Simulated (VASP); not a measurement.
Computed with PBE GGA with D4 dispersion, VASP's PBE PAW potentials (set 64) (plane waves; VASP).

VASP ran on this input.

### POSCAR
```
CsPbBr3
1
    5.9862102516     0.0000000000     0.0000000000
    0.0000000000     5.9862102516     0.0000000000
    0.0000000000     0.0000000000     5.9862102516
Cs Pb Br
1 1 3
Direct
  0.0000000000   0.0000000000   0.0000000000
  0.5000000000   0.5000000000   0.5000000000
  0.5000000000   0.0000000000   0.5000000000
  0.0000000000   0.5000000000   0.5000000000
  0.5000000000   0.5000000000   0.0000000000
```

KPOINTS:
```
Automatic mesh
0
Gamma
4 4 4
0 0 0
```

INCAR:
```
! general
SYSTEM  = CsPbBr3
PREC    = Accurate
ENCUT   = 520
LREAL   = .False.
LASPH   = .True.

! electronic loop
EDIFF   = 1E-7
NELM    = 100
ALGO    = Normal
LMAXMIX = 4

! smearing
ISMEAR  = 0
SIGMA   = 0.05

! functional
GGA     = PE
IVDW    = 13

! ions
ISIF    = 2

! output
LWAVE   = .False.
LCHARG  = .False.
```

POTCAR, in this order: Cs_sv Pb_d Br (PBE.64 set). Program: vasp_std.

### Question
What will the output report for the number of irreducible k-points (NKPTS), largest plane-wave count, number of space-group operations, FFT grid (NGX, NGY, NGZ)?

### Answer

```json
{
 "number of irreducible k-points (NKPTS)": "10",
 "largest_plane_wave_count": "5832",
 "number_of_space_group_operations": "48",
 "FFT grid (NGX, NGY, NGZ)": "48 × 48 × 48"
}
```

The compound is CsPbBr3 in the cubic perovskite structure, the ideal cubic form; the compound distorts at low or room temperature. This cell is one point of a volume scan, at 1.03 of the reference volume.
